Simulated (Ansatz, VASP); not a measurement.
# HfO2 in two plane-wave programs, part 3 of 3

Aim: how closely do two programs agree when they are given the same cell, functional and k mesh? The cell is taken from a series of runs on this material, whose earlier steps may have relaxed, scaled, displaced or heated it; both programs get it as it stands.

VASP 6.6.1 and Ansatz 0.2.0.

So far: Set-up; VASP: zone-centre phonons, PBE.

**3. Ansatz: zone-centre phonons, PBE**

Level of this step: Ansatz beside VASP: Kohn-Sham DFT, plane waves, PBE (Ansatz).

Ansatz runs on its PAW soft_1 files.

The same cell, functional and mesh now go to Ansatz, which takes its cutoff from its data sets.

File input.yaml:

```yaml
crystal:
  lattice:
    - [3.5872434298, 0.0, 0.0]
    - [0.0, 3.5872434298, 0.0]
    - [0.0, 0.0, 5.2104448969]
  atoms:
    - { symbol: O, position: [0.0, 0.5, 0.6977055399] }
    - { symbol: O, position: [0.5, 0.0, 0.8022944601] }
    - { symbol: O, position: [0.5, 0.0, 0.3022944601] }
    - { symbol: O, position: [0.0, 0.5, 0.1977055399] }
    - { symbol: Hf, position: [0.5, 0.5, 0.5] }
    - { symbol: Hf, position: [0.0, 0.0, 0.0] }
kpoints:
  mp_grid: { grid: [8, 8, 4] }
hamiltonian:
  xc: pbe
  pseudopotentials: { kind: paw, azcp: { folder: soft_1 } }
scf:
  occupations: { method: fixed }
output:
  eigenvalues: true
phonons:
  method: dfpt
  dielectric: true
  rigid_motions: translations
```

On the command line:

```sh
ansatz run input.yaml --threads 8 --pin off --max-ram 16384MiB --backend cpu --events-out ev --progress --plain --runs-dir out
```

Numbers of over 12 decimals in the logs are rounded to 6 here.

The log of the run:

```text
Engine: ansatz 0.2.0, aarch64-unknown-linux-gnu
Pseudopotentials: kind: paw
Pseudopotential: O, paw, valence charge 6, recommended cutoff 420 eV (normal), soft_1/O.paw.azcp
Pseudopotential: Hf, paw, valence charge 26, recommended cutoff 420 eV (normal), soft_1/Hf.paw.azcp
Functional definition: PBE
  parameter kappa = 0.804
  parameter beta = 0.066725
  exchange = pbe_x(kappa = kappa, mu = beta*pi^2/3)
  correlation = pbe_c(beta = beta)
Crystal: 6 atoms, lattice volume = 67.050 Å³
Basis set: ecut = 420 eV, 1293 PW (Γ), exchange–correlation on 48×48×72 points (8 copies of the dense FFT grid, shifted against one another)
Bands: 46, of which v1, the nominal top of the filled ones, is band 38 counted from 1 (37 counted from 0)
Symmetry: 16 space group operations
k-points: 132 of 256 (irreducible under 1 space group operation, time reversal used)
Non-local potential: O, projectors of the file, l = 0: 2, l = 1: 2, l = 2: 1
Non-local potential: Hf, projectors of the file, l = 0: 3, l = 1: 2, l = 2: 2, l = 3: 3
PAW form: soft (Blöchl's): semilocal exchange-correlation on the pseudo side does not see the compensation charge
PAW one-centre angular grid: O, 110 points (default); XC on 64 Gauss nodes
PAW one-centre angular grid: Hf, 590 points (default); XC on 64 Gauss nodes
Initial density: superposition of atomic densities (chi_scale 0.1, normalization cell, long waves kept (reshape's long-wave potential 0.00 eV rms))
Initial wavefunctions: pseudopotential atomic-orbital guess
Functional: x = pbe(κ = 0.804, μ = 0.219515), c = pbe(β = 0.066725)
SCF iter   1: F=—  HF=-33725.852540 eV  |F-HF|=—  |Δ(HF+E_count)|=         —  Δρ=8.72e-2  dr2=3.86e0  ethr=3.10e-3  ⟨swp⟩=4.2  Hψ=16779  notcnv=0  defer=521
preconditioner: auto → Resta (q_TF=auto, 2.786 Å⁻¹)  ε∞=5.0  [insulator: Δε(μ)=3.810 eV  Ē_g=19.284 eV  n_scr=28 (ndim 8)  ℏωp=38.5 eV  f_vac=0.002  ε∞_Penn≈5.0]
SCF iter   2: F=—  HF=-33725.005417 eV  |F-HF|=—  |Δ(HF+E_count)|=   8.47e-1  Δρ=4.29e-2  dr2=1.04e0  ethr=3.10e-3  ⟨swp⟩=2.0  Hψ=12365  notcnv=0  defer=529
SCF iter   3: F=—  HF=-33724.796408 eV  |F-HF|=—  |Δ(HF+E_count)|=   2.09e-1  Δρ=2.15e-2  dr2=2.64e-1  ethr=1.36e-3  ⟨swp⟩=2.0  Hψ=9810  notcnv=0  defer=774
SCF iter   4: F=—  HF=-33724.698217 eV  |F-HF|=—  |Δ(HF+E_count)|=   9.82e-2  Δρ=7.60e-3  dr2=2.85e-2  ethr=3.48e-4  ⟨swp⟩=2.0  Hψ=10930  notcnv=0  defer=738
SCF iter   5: F=—  HF=-33724.716913 eV  |F-HF|=—  |Δ(HF+E_count)|=   1.87e-2  Δρ=3.37e-3  dr2=6.55e-3  ethr=3.75e-5  ⟨swp⟩=2.9  Hψ=10704  notcnv=0  defer=786
SCF iter   6: F=—  HF=-33724.716403 eV  |F-HF|=—  |Δ(HF+E_count)|=   5.10e-4  Δρ=8.13e-4  dr2=4.01e-4  ethr=8.62e-6  ⟨swp⟩=2.0  Hψ=9807  notcnv=0  defer=788
SCF iter   7: F=—  HF=-33724.717282 eV  |F-HF|=—  |Δ(HF+E_count)|=   8.79e-4  Δρ=5.36e-4  dr2=1.47e-4  ethr=5.28e-7  ⟨swp⟩=2.0  Hψ=10831  notcnv=0  defer=683
SCF iter   8: F=—  HF=-33724.717434 eV  |F-HF|=—  |Δ(HF+E_count)|=   1.51e-4  Δρ=7.29e-5  dr2=2.50e-6  ethr=1.93e-7  ⟨swp⟩=2.2  Hψ=9929  notcnv=0  defer=560
SCF iter   9: F=—  HF=-33724.717443 eV  |F-HF|=—  |Δ(HF+E_count)|=   8.86e-6  Δρ=1.17e-5  dr2=5.24e-8  ethr=3.29e-9  ⟨swp⟩=2.2  Hψ=11103  notcnv=0  defer=490
SCF iter  10: F=—  HF=-33724.717443 eV  |F-HF|=—  |Δ(HF+E_count)|=   1.77e-7  Δρ=1.73e-6  dr2=1.01e-9  ethr=6.89e-11  ⟨swp⟩=2.3  Hψ=10479  notcnv=0  defer=490
SCF iter  11: F=-33724.717443 eV  HF=-33724.717443 eV  |F-HF|=0.00e0  |Δ(HF+E_count)|=   2.91e-9  Δρ=3.46e-7  dr2=5.88e-11  ethr=1.00e-12  ⟨swp⟩=15.1  Hψ=45020  notcnv=0
SCF 1 converged in 11 iterations: F = -33724.717443 eV  dr2 = 5.88e-11
  greatest PAW one-centre occupation: 0.999 electrons in one spin orbital (limit 2), on the Hf atom at site 5 (counted from 0), in its partial waves of l = 0
DFPT response loops at Γ: preconditioner auto → none (the input reference at scf.mixing.eps_inf says where Resta's filter doesn't serve); β = 0.50; Broyden in place of MSR1
── the response to a field inside a basis, on 8×8×4 k-points: an SCF that follows is theirs, and a resumed run solves both again ──
Bands: 39, of which v1, the nominal top of the filled ones, is band 38 counted from 1 (37 counted from 0)
k-points: 20 of 256
Initial density: handed on by an earlier stage of this run
Initial wavefunctions: pseudopotential atomic-orbital guess (no wavefunctions were taken with the density)
Eigensolver: Dense (20 Hₖ)
SCF iter   1: F=—  HF=-33724.633471 eV  |F-HF|=—  |Δ(HF+E_count)|=         —  Δρ=4.04e-4  dr2=1.94e-5  ethr=1.00e-1
preconditioner: auto → Resta (q_TF=auto, 2.786 Å⁻¹)  ε∞=6.3  [insulator: Δε(μ)=4.912 eV  Ē_g=16.719 eV  n_scr=28 (ndim 8)  ℏωp=38.5 eV  f_vac=0.064  ε∞_Penn≈6.3]
SCF iter   2: F=—  HF=-33724.633482 eV  |F-HF|=—  |Δ(HF+E_count)|=   1.12e-5  Δρ=2.17e-4  dr2=1.06e-5  ethr=2.55e-8
SCF iter   3: F=—  HF=-33724.633487 eV  |F-HF|=—  |Δ(HF+E_count)|=   5.35e-6  Δρ=1.27e-4  dr2=2.64e-6  ethr=1.39e-8
SCF iter   4: F=—  HF=-33724.633491 eV  |F-HF|=—  |Δ(HF+E_count)|=   3.19e-6  Δρ=5.48e-5  dr2=4.83e-7  ethr=3.47e-9
SCF iter   5: F=-33724.633491 eV  HF=-33724.633491 eV  |F-HF|=9.74e-9  |Δ(HF+E_count)|=   6.96e-7  Δρ=1.40e-5  dr2=7.22e-8  ethr=6.35e-10
SCF 1 converged in 5 iterations: F = -33724.633491 eV  dr2 = 7.22e-8
DFPT response loops at Γ: mixed as the last ones told, above
SCF converged after 11 iterations
Free energy (F): -33724.717443 eV
Harris-Foulkes:  -33724.717443 eV  (|F-HF|=0.00e0)
Internal energy: -33724.717443 eV  (E = F + TS)
E sigma→0 (E₀):  -33724.717443 eV
Fermi energy:    13.561038 eV
--- Per-component energies (eV) ---
  E_band       = -30.050319
  E_kinetic    = 1486.244023
  E_local      = -14199.008074  (includes V_loc(G=0)·N_el)
  E_nonlocal   = 337.462837
  E_hartree    = 6759.867492
  E_xc         = -819.682374
  E_vxc        = -875.560698  (∫ρ·V_xc dr)
  E_paw        = -16050.534128  (= ΣΔE_a)
  E_vpaw       = -298.926297  (= ΣTr[D̂ρ^β])
  E_aug_tail   = 0.003118  (compensation charges beyond the density's cutoff)
  E_ewald      = -11239.070337
  E_smearing   = -0.000000  (= −TS)
  E_closure    = -0.000000  (closes the sum)
  Σ components = -33724.717443   (vs F -33724.717443, Δ=0.00e0)
--- Band table (eV; the first three rows and the last of 132) ---
  k-point 0: bands = [... 34 lower, 12.9166, 13.4309, 13.4935, 13.4935, 18.2318, 18.2604, 19.4171, 19.6570, ... 4 higher]
  k-point 1: bands = [... 34 lower, 12.6325, 12.6325, 13.5275, 13.5275, 18.4343, 18.5416, 19.4139, 19.4140, ... 4 higher]
  k-point 2: bands = [... 34 lower, 12.9045, 12.9045, 13.5610, 13.5610, 18.8906, 18.8906, 19.1640, 19.1640, ... 4 higher]
  k-point 131: bands = [... 34 lower, 12.1636, 12.1636, 13.5404, 13.5404, 19.4471, 19.4471, 19.7576, 19.7576, ... 4 higher]
--- Phonons (Γ-DFPT): 5 representative perturbations + reference, on 132 of 256 k-points (Σ response iterations 20) ---
  k mesh reduced under 1 symmetry operation, with k and −k counted as one. Each operation leaves every solved perturbation unchanged. A smaller set is not considered because the run solves the response to a homogeneous field
  ASR residual: 1.199e-4 → 0.000e0 eV/Å²; symmetrization residual: 2.215e-5 eV/Å²
  ASR residual per site (eV/Å²): 1.20e-4 1.20e-4 1.20e-4 1.20e-4 8.02e-5 8.02e-5
  Γ frequencies (cm⁻¹): 0.00 0.00 0.00 62.32 62.32 97.91 97.91 218.62 300.96 311.06 434.67 434.67 453.14 453.14 585.31 644.72 658.75 658.75
  ε∞ (high-frequency dielectric tensor):
        5.259689     0.000000     0.000000
        0.000000     5.259689     0.000000
        0.000000     0.000000     4.747091
  ε⁰ (static dielectric tensor: ions relaxed, cell fixed):
      163.073256     0.000000     0.000000
        0.000000   163.073256     0.000000
        0.000000     0.000000    17.695128
  ε⁰ − ε∞ (ionic part):
      157.813567     0.000000     0.000000
        0.000000   157.813567     0.000000
        0.000000     0.000000    12.948036
  softest optical mode at Γ: 62.32 cm⁻¹; the repairs (sum rule, projections) moved no ω² at Γ by more than (2.97 cm⁻¹)²
  Born effective charges Z* (e; rows j = field, columns β = displacement):
    site 0:
        -3.46236   -0.00000    0.00000
        -0.00000   -2.08265   -0.00000
         0.00000    0.00000   -2.40627
    site 1:
        -3.46236   -0.00000   -0.00000
        -0.00000   -2.08265    0.00000
        -0.00000   -0.00000   -2.40627
    site 2:
        -2.08265    0.00000   -0.00000
        -0.00000   -3.46236   -0.00000
         0.00000   -0.00000   -2.40627
    site 3:
        -2.08265    0.00000    0.00000
        -0.00000   -3.46236    0.00000
        -0.00000   -0.00000   -2.40627
    site 4:
         5.54502   -0.00000   -0.00000
         0.00000    5.54502    0.00000
         0.00000   -0.00000    4.81254
    site 5:
[...]
Z* charge neutrality: 3.460e-3 e pre-enforcement
  solved inside a basis spanned on kpoints, on 8×8×4 k-points, its susceptibility summed on 10×10×6: ε∞ is read to err by 1.5e-2, Z* by 2.8e-2 e (field_mesh: kpoints solves on kpoints); Z* is corrected for what the basis lacks
  optical modes at Γ without the LO–TO term, one row a degenerate level:
      ω (cm⁻¹)  modes    IR ((D/Å)²/amu)
[...]
optical modes at Γ + LO–TO along q̂ = [1.0000, 0.0000, 0.0000]:
      ω (cm⁻¹)  modes    IR ((D/Å)²/amu)
[...]
optical modes at Γ + LO–TO along q̂ = [0.0000, 1.0000, 0.0000]:
      ω (cm⁻¹)  modes    IR ((D/Å)²/amu)
[...]
optical modes at Γ + LO–TO along q̂ = [0.0000, 0.0000, 1.0000]:
      ω (cm⁻¹)  modes    IR ((D/Å)²/amu)
[...]
218.62      1             0.0000
        300.96      1             0.0000
        434.67      2             0.0000
        453.14      2            72.9022
        585.31      1             0.0000
        600.56      1            39.3852
        644.72      1             0.0000
        658.75      2             0.0000
```

The column dr2 measures how far the density is from self-consistency, as an energy; F and HF (Harris–Foulkes) agree once it is small.

**4. Differences**

Known differences besides the potentials themselves: fixed occupations in Ansatz, narrow Gaussian smearing in VASP; VASP's response is taken on the typed mesh, Ansatz refines its own for the field response alone; the data sets hold 76 valence electrons in Ansatz (on its PAW soft_1 files) and 44 in VASP; the cutoff is 420 eV in Ansatz and 600 eV in VASP. Total energies have different zeros and are not compared.

Both answers:

| quantity | Ansatz | VASP | difference |
| --- | --- | --- | --- |
| ε∞ xx | 5.26 | 5.21 | +0.97 % |
| ε∞ yy | 5.26 | 5.21 | +0.97 % |
| ε∞ zz | 4.75 | 4.71 | +0.81 % |
| Born charge of O1 (mean of the diagonal) (e) | -2.65 | -2.64 | -0.02 |
| Born charge of Hf5 (mean of the diagonal) (e) | 5.30 | 5.27 | +0.03 |
| optical mode 1 to 2 (cm⁻¹) | 62.3 | 61.6 | +1.11 % |
| optical mode 3 to 4 (cm⁻¹) | 97.9 | 96.4 | +1.55 % |
| optical mode 5 (cm⁻¹) | 218.6 | 216.3 | +1.09 % |
| optical mode 6 (cm⁻¹) | 301.0 | 298.5 | +0.82 % |
| optical mode 7 (cm⁻¹) | 311.1 | 306.6 | +1.45 % |
| optical mode 8 to 9 (cm⁻¹) | 434.7 | 435.8 | -0.27 % |
| optical mode 10 to 11 (cm⁻¹) | 453.1 | 448.5 | +1.03 % |
| optical mode 12 (cm⁻¹) | 585.3 | 584.3 | +0.18 % |
| optical mode 13 (cm⁻¹) | 644.7 | 643.2 | +0.23 % |
| optical mode 14 to 15 (cm⁻¹) | 658.8 | 656.3 | +0.38 % |

Modes are paired by rising frequency, not by their patterns, so a pair may set unlike modes beside each other; they are those without the splitting of longitudinal modes.

**5. Results**

```yaml
r_m_s_difference_of_the_optical_zone_centre_modes_each_program_s_sorted_by_frequency_zone_centre_phonons_pbe: 2.6 cm⁻¹
difference_in_optical_mode_3_to_4_zone_centre_phonons_pbe: +1.5 %
```

The r.m.s. difference of the optical zone-centre modes, each program's sorted by frequency is 2.6 cm⁻¹ (zone-centre phonons, PBE). The data sets hold unlike numbers of valence electrons (76 in Ansatz and 44 in VASP), so part of the differences comes from the potentials. Among the rows given in per cent, the largest difference of the zone-centre phonons, PBE pair is in optical mode 3 to 4, +1.5 %. How closely two codes agree says nothing of how well the functional describes the real material.

[Lines on the potential files, build, host, timing and source positions are cut from VASP's logs without a mark.]

[Logs are printed without paths, hosts, clocks, repeated set-up lines and the standing remarks that a program may print on its own settings, such as how far it seeks lower states.]

[Hosts, paths, dates, database ids (printed as entryN), source tags and the programs' standing remarks are cut or masked in the printed files.]
